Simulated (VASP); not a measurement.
Level of theory: PBE GGA, VASP's PBE PAW potentials (set 64) (plane waves; VASP 6.6.1).

VASP ran on this input.

File KPOINTS:
```
Automatic mesh
0
Gamma
11 11 11
0 0 0
```

INCAR:
```
ALGO = Normal
EDIFF = 1E-6
ENCUT = 520
GGA = PE
ISIF = 2
ISMEAR = 1
LASPH = .True.
LCHARG = .False.
LMAXMIX = 4
LREAL = .False.
LWAVE = .False.
NELM = 100
PREC = Accurate
SIGMA = 0.1
SYSTEM = TiC
```

### POSCAR
```
TiC
3.1230080
  0.0000000000   0.7071067381   0.7071067381
  0.7071067381   0.0000000000   0.7071067381
  0.7071067381   0.7071067381   0.0000000000
Ti C
1 1
Cart
  0.0000000000   0.0000000000   0.0000000000
  0.7071067381   0.7071067381   0.7071067381
```

POTCAR, in this order: Ti_sv C (PBE.64 set). Program: vasp_std.

Output of the run:

### OSZICAR
```
       N       E                     dE             d eps       ncg     rms          rms(c)
DAV:   1     0.121065850632E+03    0.12107E+03   -0.84553E+03  1344   0.156E+03
DAV:   2    -0.138417775881E+02   -0.13491E+03   -0.12875E+03  1404   0.382E+02
DAV:   3    -0.239506281698E+02   -0.10109E+02   -0.96419E+01  1836   0.989E+01
DAV:   4    -0.244142376951E+02   -0.46361E+00   -0.46303E+00  1704   0.200E+01
DAV:   5    -0.244278479398E+02   -0.13610E-01   -0.13609E-01  1816   0.327E+00    0.176E+01
DAV:   6    -0.195106925808E+02    0.49172E+01   -0.34687E+01  1612   0.698E+01    0.776E+00
DAV:   7    -0.187281719383E+02    0.78252E+00   -0.59124E+00  1716   0.300E+01    0.455E+00
DAV:   8    -0.186921927925E+02    0.35979E-01   -0.12087E-01  1432   0.417E+00    0.343E+00
DAV:   9    -0.186672220003E+02    0.24971E-01   -0.29301E-01  1572   0.703E+00    0.887E-01
DAV:  10    -0.186647968764E+02    0.24251E-02   -0.17565E-02  1836   0.164E+00    0.730E-01
DAV:  11    -0.186611387925E+02    0.36581E-02   -0.11390E-02  1664   0.163E+00    0.196E-01
DAV:  12    -0.186610021170E+02    0.13668E-03   -0.71169E-04  1720   0.316E-01    0.446E-02
DAV:  13    -0.186609936803E+02    0.84367E-05   -0.31350E-05  1512   0.609E-02    0.251E-02
DAV:  14    -0.186609874396E+02    0.62407E-05   -0.20129E-05  1944   0.634E-02    0.262E-03
DAV:  15    -0.186609876786E+02   -0.23903E-06   -0.26934E-07   764   0.650E-03
   1 F= -.18660988E+02 E0= -.18660931E+02  d E =-.170912E-03
```

**OUTCAR**
```
------------------------ aborting loop because EDIFF is reached ----------------------------------------
  FORCE on cell =-STRESS in cart. coord.  units (eV):
  Direction    XX          YY          ZZ          XY          YZ          ZX
  --------------------------------------------------------------------------------------
  Total       -1.6897005     -1.6897005     -1.6897005     -0.0000000      0.0000000     -0.0000000
  in kB     -125.6944488   -125.6944488   -125.6944488     -0.0000000      0.0000000     -0.0000000
  external PRESSURE =    -125.6944488 kB  Pullay stress =       0.0000000 kB
  volume of cell :       21.54
      direct lattice vectors                 reciprocal lattice vectors
     0.000000000  2.208300000  2.208300000    -0.226418512  0.226418512  0.226418512
     2.208300000  0.000000000  2.208300000     0.226418512 -0.226418512  0.226418512
     2.208300000  2.208300000  0.000000000     0.226418512  0.226418512 -0.226418512
 POSITION                                       TOTAL-FORCE (eV/Angst)
 -----------------------------------------------------------------------------------
      0.00000      0.00000      0.00000         0.000000      0.000000      0.000000
      2.20830      2.20830      2.20830        -0.000000     -0.000000     -0.000000
 -----------------------------------------------------------------------------------
    total drift:                                0.000000     -0.000000     -0.000000
  FREE ENERGIE OF THE ION-ELECTRON SYSTEM (eV)
  ---------------------------------------------------
  free  energy   TOTEN  =       -18.6609876786 eV

  energy  without entropy=      -18.6608167669  energy(sigma->0) =      -18.66093071
```
(Selected blocks of OUTCAR.)

**OUTCAR**
```
 val. band max:        8.6854844448   @ k =   0.1818   0.1818   0.0000

 cond. band min:       8.8953531892   @ k =   0.3636   0.2727   0.0000


 Fermi energy:         8.8476717041

 k-point     1 :       0.0000    0.0000    0.0000
  band No.  band energies     occupation
      1     -48.0204      2.00000
      2     -24.0709      2.00000
      3     -24.0709      2.00000
      4     -24.0709      2.00000
      5      -3.3807      2.00000
      6       9.4075     -0.00000
      7       9.4075     -0.00000
      8       9.4075     -0.00000
      9      10.3274     -0.00000
     10      10.3442     -0.00000
     11      10.3442     -0.00000
     12      10.3442     -0.00000

 k-point     2 :       0.0909    0.0000    0.0000
  band No.  band energies     occupation
      1     -48.0160      2.00000
      2     -24.1034      2.00000
      3     -24.0741      2.00000
      4     -24.0741      2.00000
      5      -3.2080      2.00000
      6       8.6385      2.01175
      7       8.8968      0.26943
      8       8.8968      0.26943
      9       9.7033     -0.00000
     10       9.7033     -0.00000
     11      10.6925     -0.00000
     12      11.7260      0.00000

 k-point     3 :       0.1818    0.0000    0.0000
  band No.  band energies     occupation
      1     -48.0042      2.00000
      2     -24.1898      2.00000
      3     -24.0826      2.00000
      4     -24.0826      2.00000
      5      -2.7111      2.00000
      6       7.2536      2.00000
      7       7.8292      2.00000
      8       7.8292      2.00000
      9      10.0184     -0.00000
     10      10.0184     -0.00000
     11      11.0780      0.00000
     12      13.1700      0.00000

 k-point     4 :       0.2727    0.0000    0.0000
  band No.  band energies     occupation
      1     -47.9887      2.00000
      2     -24.3010      2.00000
      3     -24.0937      2.00000
      4     -24.0937      2.00000
      5      -1.9545      2.00000
      6       5.7434      2.00000
...
```

The compound is TiC in the rock salt structure. The cell was not relaxed at this level.
